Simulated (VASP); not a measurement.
# Al(111) over its thickness, part 4 of 7

How many layers does a slab of Al(111) need before surface energy, work function and relaxation settle?

VASP 6.6.1; PBE; plane waves and PAW (Al).

So far. Step 8 (Surface relaxation, layers 6): The run ended after 10 ionic steps, 0.002 eV below its first step, once the forces on the free atoms met EDIFFG = -0.01. Step 9 (The vacuum level, layers 6): The vacuum level lies 4.01 eV above the Fermi level at the upper face; both faces agree, as the slab has next to no dipole.

## (10) Surface relaxation, layers 7

System of this step: Al(111). The cell holds 7 atoms: 7 Al. Cell: a = 2.856 Å, b = 2.856 Å, c = 28.994 Å, α = 90.0°, β = 90.0°, γ = 60.0°. It derives from Al. 7 layers of fcc Al, cut at this functional's lattice. Vacuum lies along c.

INCAR reads:

```
SYSTEM = Al
PREC = Normal
ENCUT = 320
EDIFF = 1E-06
NELM = 120
ISMEAR = 1
SIGMA = 0.15
LREAL = .FALSE.
ALGO = Fast
GGA = PE
NBANDS = 17
LORBIT = 11
LWAVE = .FALSE.
LCHARG = .FALSE.
KPAR = 4
IBRION = 2
NSW = 50
ISIF = 2
EDIFFG = -0.01
POTIM = 0.4
MAXMIX = 40
```

POSCAR reads:

```
Al
1.0
    2.8564818028      0.0000000000      0.0000000000
    1.4282409014      2.4737858067      0.0000000000
    0.0000000000      0.0000000000     28.9938457528
Al
7
Direct
    0.0000000000      0.0000000000      0.2586755800
    0.3333333300      0.3333333300      0.3391170600
    0.6666666700      0.6666666700      0.4195585300
    0.0000000000      0.0000000000      0.5000000000
    0.3333333300      0.3333333300      0.5804414700
    0.6666666700      0.6666666700      0.6608829400
    0.0000000000      0.0000000000      0.7413244200
```

KPOINTS reads:

```
Automatic mesh
0
Gamma
15 15 1
0 0 0
```

Potentials, in the order of the species: Al (PBE family, release 64).

Launch:

```bash
$ mpirun -np 4 vasp_std
```

What it wrote:

```text
[banner, memory and clock lines left out]
running    4 mpi-ranks, on    1 nodes
[...]
LDA part: xc-table for (Slater+PW92), standard interpolation
 POSCAR, INCAR and KPOINTS ok, starting setup
[...]
entering main loop
       N       E                     dE             d eps       ncg     rms          rms(c)
DAV:   1     0.330747931706E+02    0.33075E+02   -0.52723E+03   918   0.613E+02
DAV:   2    -0.234852507243E+02   -0.56560E+02   -0.54403E+02  1225   0.116E+02
DAV:   3    -0.261424654120E+02   -0.26572E+01   -0.25257E+01  1349   0.246E+01
DAV:   4    -0.262203987308E+02   -0.77933E-01   -0.77852E-01  1435   0.490E+00
[...]
RMM:  20    -0.254736640402E+02   -0.55737E-05   -0.75962E-07   636   0.450E-03    0.993E-04
RMM:  21    -0.254736679045E+02   -0.38643E-05   -0.44965E-07   586   0.337E-03    0.606E-04
RMM:  22    -0.254736679718E+02   -0.67268E-07   -0.10357E-07   509   0.239E-03
   1 F= -.25473668E+02 E0= -.25474122E+02  d E =-.254737E+02
[... from here on, the cycles between the ionic steps are left out ...]
   2 F= -.25474980E+02 E0= -.25475454E+02  d E =-.131201E-02
   3 F= -.25476149E+02 E0= -.25476680E+02  d E =-.248057E-02
   4 F= -.25476388E+02 E0= -.25476892E+02  d E =-.239208E-03
   5 F= -.25477049E+02 E0= -.25477473E+02  d E =-.900638E-03
   6 F= -.25478167E+02 E0= -.25478428E+02  d E =-.201814E-02
   7 F= -.25479590E+02 E0= -.25479561E+02  d E =-.344129E-02
   8 F= -.25479350E+02 E0= -.25479234E+02  d E =-.320129E-02
   9 F= -.25479968E+02 E0= -.25479791E+02  d E =-.381922E-02
  10 F= -.25480181E+02 E0= -.25480007E+02  d E =-.213610E-03
  11 F= -.25480223E+02 E0= -.25480046E+02  d E =-.255349E-03
[...]
reached required accuracy - stopping structural energy minimisation
```

Wall time 21 s (4 MPI ranks of Intel Xeon 6975P-C (Granite Rapids), shared host); peak memory 0.7 GiB.

From OUTCAR (step 10):

```text
  Total       -1.9658090     -1.9658090     -0.0869366      0.0000000      0.0000000     -0.0000000
  in kB      -15.3727839    -15.3727839     -0.6798509      0.0000000      0.0000000     -0.0000000
  external PRESSURE =     -10.4751395 kB  Pullay stress =       0.0000000 kB

 POSITION                                       TOTAL-FORCE (eV/Angst)
 -----------------------------------------------------------------------------------
      0.00000      0.00000      7.41695         0.000000     -0.000000     -0.000932
      1.42824      0.82460      9.78384        -0.000000     -0.000000      0.003856
      2.85648      1.64919     12.12861        -0.000000      0.000000     -0.004735
      0.00000      0.00000     14.49692         0.000000      0.000000      0.000000
      1.42824      0.82460     16.86523         0.000000      0.000000      0.004735
      2.85648      1.64919     19.21001         0.000000      0.000000     -0.003856
      0.00000      0.00000     21.57689        -0.000000     -0.000000      0.000932
 -----------------------------------------------------------------------------------
    total drift:                                0.000000      0.000000     -0.000000

  FREE ENERGIE OF THE ION-ELECTRON SYSTEM (eV)
  ---------------------------------------------------
  free  energy   TOTEN  =       -25.4802231073 eV

  energy  without entropy=      -25.4796924881  energy(sigma->0) =      -25.48004623

[... 1 part as in an earlier step ...]

[... 3 further parts left out ...]
[key lines of the parts left out:]
E-fermi :   2.7934
```

Relaxation path:

| step | energy less that of the first step (eV) | largest force (eV/Å) |
| --- | --- | --- |
| 1 | 0.0000 | 0.0876 |
| 2 | -0.0013 | 0.0692 |
| 3 | -0.0025 | 0.0364 |
| 4 | -0.0027 | 0.0356 |
| 5 | -0.0034 | 0.0332 |
| 6 | -0.0045 | 0.0283 |
| 7 | -0.0059 | 0.0208 |
| 8 | -0.0057 | 0.0330 |
| 9 | -0.0063 | 0.0213 |
| 10 | -0.0065 | 0.0112 |
| 11 | -0.0066 | 0.0047 |

The atoms that moved most (Å):

| atom | dx | dy | dz | length |
| --- | --- | --- | --- | --- |
| Al1 | 0.000 | 0.000 | -0.083 | 0.083 |
| Al7 | 0.000 | 0.000 | 0.083 | 0.083 |
| Al2 | 0.000 | 0.000 | -0.048 | 0.048 |
| Al6 | 0.000 | 0.000 | 0.048 | 0.048 |
| Al5 | 0.000 | 0.000 | 0.036 | 0.036 |
| Al3 | 0.000 | 0.000 | -0.036 | 0.036 |

Final coordinates:

```xyz
7
Lattice="2.8565 0.0000 0.0000 1.4282 2.4738 0.0000 0.0000 0.0000 28.9938" Properties=species:S:1:pos:R:3
Al    0.0000    0.0000    7.4170
Al    1.4282    0.8246    9.7838
Al    2.8565    1.6492   12.1286
Al    0.0000    0.0000   14.4969
Al    1.4282    0.8246   16.8652
Al    2.8565    1.6492   19.2100
Al    0.0000    0.0000   21.5769
```

The run ended after 11 ionic steps, 0.007 eV below its first step, once the forces on the free atoms met EDIFFG = -0.01.

## (11) The vacuum level, layers 7

INCAR, as its differences from that of step 10:

```diff
@@ -15,7 +15,6 @@
 KPAR = 4
-IBRION = 2
-NSW = 50
-ISIF = 2
-EDIFFG = -0.01
-POTIM = 0.4
-MAXMIX = 40
+IDIPOL = 3
+LDIPOL = .TRUE.
+DIPOL = 0.5 0.5 0.5
+LVHAR = .TRUE.
+LVACPOTAV = .TRUE.
```

POSCAR reads:

```
Al
1.0
    2.8564818028      0.0000000000      0.0000000000
    1.4282409014      2.4737858067      0.0000000000
    0.0000000000      0.0000000000     28.9938457528
Al
7
Direct
    0.0000000000      0.0000000000      0.2558112908
    0.3333333300      0.3333333300      0.3374453566
    0.6666666700      0.6666666700      0.4183168277
    0.0000000000      0.0000000000      0.5000000000
    0.3333333300      0.3333333300      0.5816831723
    0.6666666700      0.6666666700      0.6625546434
    0.0000000000      0.0000000000      0.7441887092
```

KPOINTS is that of step 10.

Launch:

```bash
$ mpirun -np 4 vasp_std
```

What it wrote:

```text
[... set-up lines as in an earlier step ...]
 entering main loop
       N       E                     dE             d eps       ncg     rms          rms(c)
DAV:   1     0.324075471844E+02    0.32408E+02   -0.52586E+03   918   0.613E+02
DAV:   2    -0.235140707413E+02   -0.55922E+02   -0.53797E+02  1226   0.116E+02
DAV:   3    -0.261149912794E+02   -0.26009E+01   -0.24650E+01  1325   0.243E+01
DAV:   4    -0.261919357799E+02   -0.76945E-01   -0.76862E-01  1451   0.485E+00
[...]
RMM:  20    -0.254802225649E+02   -0.29239E-05   -0.78727E-07   805   0.453E-03    0.117E-03
RMM:  21    -0.254802243728E+02   -0.18079E-05   -0.23466E-07   670   0.305E-03    0.125E-03
RMM:  22    -0.254802252544E+02   -0.88166E-06   -0.12676E-07   599   0.237E-03
 [... a notice as in an earlier step ...]

   1 F= -.25480225E+02 E0= -.25480050E+02  d E =-.526437E-03
```

It took 5 s on 4 MPI ranks; peak memory 0.61 GiB.

From OUTCAR (step 11):

```text
  Total       -1.9661703     -1.9661703     -0.0877683      0.0000000      0.0000000      0.0000000
  in kB      -15.3756094    -15.3756094     -0.6863550      0.0000000      0.0000000      0.0000000
  external PRESSURE =     -10.4791913 kB  Pullay stress =       0.0000000 kB

 POSITION                                       TOTAL-FORCE (eV/Angst)
 -----------------------------------------------------------------------------------
      0.00000      0.00000      7.41695         0.000000     -0.000000     -0.001373
      1.42824      0.82460      9.78384         0.000000      0.000000      0.004162
      2.85648      1.64919     12.12861        -0.000000     -0.000000     -0.004015
      0.00000      0.00000     14.49692        -0.000000     -0.000000     -0.000000
      1.42824      0.82460     16.86523         0.000000      0.000000      0.004015
      2.85648      1.64919     19.21001         0.000000      0.000000     -0.004162
      0.00000      0.00000     21.57689         0.000000      0.000000      0.001373
 -----------------------------------------------------------------------------------
    total drift:                                0.000000      0.000000     -0.000000

  FREE ENERGIE OF THE ION-ELECTRON SYSTEM (eV)
  ---------------------------------------------------
  free  energy   TOTEN  =       -25.4802252544 eV

  energy  without entropy=      -25.4796988170  energy(sigma->0) =      -25.48004978

[... 2 parts as in an earlier step ...]

[... 1 further part left out ...]
[key lines of the parts left out:]
E-fermi :   2.7941
```

The planar average of the electrostatic potential oscillates, so the rows of the table below give means over windows of 2.38 Å about each position, cut where the curve ends. Its maxima inside the range that stand out by 2 % of the span (Å: eV): 8.6: -0.323, 11.0: -0.461, 13.4: -0.406, 15.6: -0.406, 18.0: -0.461, 20.4: -0.323. Its minima: 7.4: -17.9, 9.7: -18.1, 12.1: -18.2, 14.5: -18.1, 16.9: -18.2, 19.3: -18.1, 21.6: -17.9.

Zero at the Fermi level. Planar average of the electrostatic potential against height; means over each step:

| height (Å) | planar average of the electrostatic potential (eV) |
| --- | --- |
| 1.19 | 4.06 |
| 3.57 | 4.05 |
| 5.95 | 0.292 |
| 8.33 | -7.87 |
| 10.71 | -8.08 |
| 13.09 | -7.91 |
| 15.47 | -7.90 |
| 17.85 | -8.09 |
| 20.23 | -7.90 |
| 22.61 | -3.53 |
| 24.99 | 4.03 |
| 27.37 | 4.06 |

The vacuum level lies 4.06 eV above the Fermi level at the upper face; both faces agree, as the slab has next to no dipole.

The program found no field-free point at its default tolerance, but its printed level agrees with the flat part of the planar average.

## (12) Surface relaxation, layers 8

System of this step: Al(111). The cell holds 8 atoms: 8 Al. Its edges and angles: a = 2.856 Å, b = 2.856 Å, c = 31.326 Å, α = 90.0°, β = 90.0°, γ = 60.0°. It derives from Al. 8 layers of fcc Al, cut at this functional's lattice. Vacuum lies along c.

INCAR reads:

```
SYSTEM = Al
PREC = Normal
ENCUT = 320
EDIFF = 1E-06
NELM = 120
ISMEAR = 1
SIGMA = 0.15
LREAL = .FALSE.
ALGO = Fast
GGA = PE
NBANDS = 20
LORBIT = 11
LWAVE = .FALSE.
LCHARG = .FALSE.
KPAR = 4
IBRION = 2
NSW = 50
ISIF = 2
EDIFFG = -0.01
POTIM = 0.4
MAXMIX = 40
```

POSCAR reads:

```
Al
1.0
    2.8564818028      0.0000000000      0.0000000000
    1.4282409014      2.4737858067      0.0000000000
    0.0000000000      0.0000000000     31.3261533783
Al
8
Direct
    0.6666666700      0.6666666700      0.2394165600
    0.0000000000      0.0000000000      0.3138689700
    0.3333333300      0.3333333300      0.3883213800
    0.6666666700      0.6666666700      0.4627737900
    0.0000000000      0.0000000000      0.5372262100
    0.3333333300      0.3333333300      0.6116786200
    0.6666666700      0.6666666700      0.6861310300
    0.0000000000      0.0000000000      0.7605834400
```

KPOINTS is that of step 11.

Launch:

```bash
$ mpirun -np 4 vasp_std
```

What it wrote:

```text
[banner, memory and clock lines left out]
running    4 mpi-ranks, on    1 nodes
[...]
LDA part: xc-table for (Slater+PW92), standard interpolation
 POSCAR, INCAR and KPOINTS ok, starting setup
[...]
entering main loop
       N       E                     dE             d eps       ncg     rms          rms(c)
DAV:   1     0.357694740186E+02    0.35769E+02   -0.62541E+03  1088   0.618E+02
DAV:   2    -0.264700133654E+02   -0.62239E+02   -0.59483E+02  1412   0.117E+02
DAV:   3    -0.298884168176E+02   -0.34184E+01   -0.32575E+01  1512   0.245E+01
DAV:   4    -0.299967560019E+02   -0.10834E+00   -0.10811E+00  1688   0.515E+00
[...]
RMM:  20    -0.292183159514E+02   -0.24235E-04   -0.27634E-06   801   0.502E-03    0.121E-03
RMM:  21    -0.292183192963E+02   -0.33449E-05   -0.40752E-07   700   0.309E-03    0.132E-03
RMM:  22    -0.292183196990E+02   -0.40269E-06   -0.10294E-07   607   0.218E-03
   1 F= -.29218320E+02 E0= -.29218091E+02  d E =-.292183E+02
[... from here on, the cycles between the ionic steps are left out ...]
   2 F= -.29219118E+02 E0= -.29218866E+02  d E =-.798245E-03
   3 F= -.29219959E+02 E0= -.29219625E+02  d E =-.163972E-02
   4 F= -.29220082E+02 E0= -.29219740E+02  d E =-.122957E-03
   5 F= -.29220401E+02 E0= -.29220039E+02  d E =-.441798E-03
   6 F= -.29220834E+02 E0= -.29220447E+02  d E =-.874184E-03
   7 F= -.29220896E+02 E0= -.29220516E+02  d E =-.936525E-03
   8 F= -.29221000E+02 E0= -.29220607E+02  d E =-.104045E-02
   9 F= -.29221087E+02 E0= -.29220687E+02  d E =-.870716E-04
  10 F= -.29221333E+02 E0= -.29220914E+02  d E =-.332882E-03
  11 F= -.29221771E+02 E0= -.29221311E+02  d E =-.771461E-03
  12 F= -.29222404E+02 E0= -.29221879E+02  d E =-.140448E-02
  13 F= -.29222855E+02 E0= -.29222131E+02  d E =-.185492E-02
  14 F= -.29222757E+02 E0= -.29222062E+02  d E =-.175708E-02
[...]
reached required accuracy - stopping structural energy minimisation
```

The job ended after 29 s (4 MPI ranks; peak memory 0.7 GiB).

OUTCAR, selected parts (step 12):

```text
  Total       -1.9719327     -1.9719327     -0.1787908      0.0000000      0.0000000      0.0000000
  in kB      -14.2725658    -14.2725658     -1.2940623      0.0000000      0.0000000      0.0000000
  external PRESSURE =      -9.9463979 kB  Pullay stress =       0.0000000 kB

 POSITION                                       TOTAL-FORCE (eV/Angst)
 -----------------------------------------------------------------------------------
      2.85648      1.64919      7.41255         0.000000     -0.000000      0.004060
      2.85648      0.00000      9.78025        -0.000000      0.000000     -0.000654
      1.42824      0.82460     12.12034         0.000000      0.000000      0.005721
      2.85648      1.64919     14.48007        -0.000000     -0.000000     -0.006226
      0.00000      0.00000     16.84608         0.000000      0.000000      0.006226
      1.42824      0.82460     19.20581        -0.000000     -0.000000     -0.005721
      2.85648      1.64919     21.54591         0.000000     -0.000000      0.000654
      0.00000      0.00000     23.91360        -0.000000      0.000000     -0.004060
 -----------------------------------------------------------------------------------
    total drift:                                0.000000      0.000000     -0.000001

  FREE ENERGIE OF THE ION-ELECTRON SYSTEM (eV)
  ---------------------------------------------------
  free  energy   TOTEN  =       -29.2227569476 eV

  energy  without entropy=      -29.2206721989  energy(sigma->0) =      -29.22206203

[... 1 part as in an earlier step ...]

[... 3 further parts left out ...]
[key lines of the parts left out:]
E-fermi :   3.1743
```

The run ended after 14 ionic steps, 0.004 eV below its first step, once the forces on the free atoms met EDIFFG = -0.01.

## (13) The vacuum level, layers 8

INCAR, as its differences from that of step 12:

```diff
@@ -15,7 +15,6 @@
 KPAR = 4
-IBRION = 2
-NSW = 50
-ISIF = 2
-EDIFFG = -0.01
-POTIM = 0.4
-MAXMIX = 40
+IDIPOL = 3
+LDIPOL = .TRUE.
+DIPOL = 0.5 0.5 0.5
+LVHAR = .TRUE.
+LVACPOTAV = .TRUE.
```

POSCAR reads:

```
Al
1.0
    2.8564818028      0.0000000000      0.0000000000
    1.4282409014      2.4737858067      0.0000000000
    0.0000000000      0.0000000000     31.3261533783
Al
8
Direct
    0.6666666700      0.6666666700      0.2366250088
    0.0000000000      0.0000000000      0.3122071075
    0.3333333300      0.3333333300      0.3869081093
    0.6666666700      0.6666666700      0.4622357771
    0.0000000000      0.0000000000      0.5377642229
    0.3333333300      0.3333333300      0.6130918907
    0.6666666700      0.6666666700      0.6877928925
    0.0000000000      0.0000000000      0.7633749912
```

KPOINTS is that of step 12.

Launch:

```bash
$ mpirun -np 4 vasp_std
```

What it wrote:

```text
[... set-up lines as in an earlier step ...]
 entering main loop
       N       E                     dE             d eps       ncg     rms          rms(c)
DAV:   1     0.350222750189E+02    0.35022E+02   -0.62401E+03  1088   0.618E+02
DAV:   2    -0.266698666097E+02   -0.61692E+02   -0.58923E+02  1416   0.116E+02
DAV:   3    -0.298716507610E+02   -0.32018E+01   -0.31060E+01  1504   0.245E+01
DAV:   4    -0.299717220575E+02   -0.10007E+00   -0.99893E-01  1692   0.510E+00
[...]
RMM:  19    -0.292227255943E+02   -0.28916E-04   -0.28548E-06  1059   0.649E-03    0.219E-03
RMM:  20    -0.292227562538E+02   -0.30659E-04   -0.43252E-06  1085   0.529E-03    0.135E-03
RMM:  21    -0.292227568527E+02   -0.59893E-06   -0.32284E-07   834   0.307E-03
 [... a notice as in an earlier step ...]

   1 F= -.29222757E+02 E0= -.29222062E+02  d E =-.208359E-02
```

Run time: 6 s. Hardware: 4 MPI ranks; peak memory 0.63 GiB; 22 s of CPU time.

From OUTCAR (step 13):

```text
  Total       -1.9720258     -1.9720258     -0.1783220     -0.0000000     -0.0000000     -0.0000000
  in kB      -14.2732394    -14.2732394     -1.2906693     -0.0000000     -0.0000000     -0.0000000
  external PRESSURE =      -9.9457160 kB  Pullay stress =       0.0000000 kB

 POSITION                                       TOTAL-FORCE (eV/Angst)
 -----------------------------------------------------------------------------------
      2.85648      1.64919      7.41255         0.000000     -0.000000      0.004136
      0.00000      0.00000      9.78025         0.000000     -0.000000     -0.000586
      1.42824      0.82460     12.12034         0.000000      0.000000      0.005800
      2.85648      1.64919     14.48007         0.000000      0.000000     -0.006257
      0.00000      0.00000     16.84608        -0.000000     -0.000000      0.006257
      1.42824      0.82460     19.20581        -0.000000     -0.000000     -0.005800
      2.85648      1.64919     21.54591        -0.000000      0.000000      0.000586
      0.00000      0.00000     23.91360        -0.000000      0.000000     -0.004136
 -----------------------------------------------------------------------------------
    total drift:                                0.000000      0.000000     -0.000001

  FREE ENERGIE OF THE ION-ELECTRON SYSTEM (eV)
  ---------------------------------------------------
  free  energy   TOTEN  =       -29.2227568527 eV

  energy  without entropy=      -29.2206732625  energy(sigma->0) =      -29.22206232

[... 2 parts as in an earlier step ...]

[... 1 further part left out ...]
[key lines of the parts left out:]
E-fermi :   3.1743
```

The planar average of the electrostatic potential oscillates, so the rows of the table below give means over windows of 2.35 Å about each position, cut where the curve ends. Its maxima inside the range that stand out by 2 % of the span (Å: eV): 8.6: -0.315, 11.0: -0.460, 13.3: -0.392, 15.7: -0.367, 18.0: -0.392, 20.4: -0.460, 22.7: -0.315. Its minima: 7.4: -18.0, 9.7: -18.1, 12.1: -18.1, 14.4: -18.1, 16.9: -18.1, 19.2: -18.1, 21.6: -18.1, 23.9: -18.0.

Zero at the Fermi level. The planar average of the electrostatic potential by height; means over each step:

| height (Å) | planar average of the electrostatic potential (eV) |
| --- | --- |
| 1.18 | 4.08 |
| 3.53 | 4.07 |
| 5.88 | 0.891 |
| 8.23 | -7.78 |
| 10.58 | -7.99 |
| 12.93 | -7.88 |
| 15.28 | -7.86 |
| 17.63 | -7.89 |
| 19.98 | -7.99 |
| 22.33 | -7.82 |
| 24.68 | -5.57 |
| 27.03 | 4.01 |
| 29.38 | 4.08 |

The vacuum level lies 4.08 eV above the Fermi level at the upper face; both faces agree, as the slab has next to no dipole.

The program found no field-free point at its default tolerance, but its printed level agrees with the flat part of the planar average.

(Part 4 of 7 ends here.)

[Lines on the potential files, build, host, timing and source positions are cut from VASP's logs without a mark.]

[Logs are printed without paths, hosts, clocks, repeated set-up lines and the standing remarks that a program may print on its own settings, such as how far it seeks lower states.]

[Hosts, paths, dates, database ids (printed as entryN), source tags and the programs' standing remarks are cut or masked in the printed files.]

[Runs that stopped without an error message from VASP are left out.]
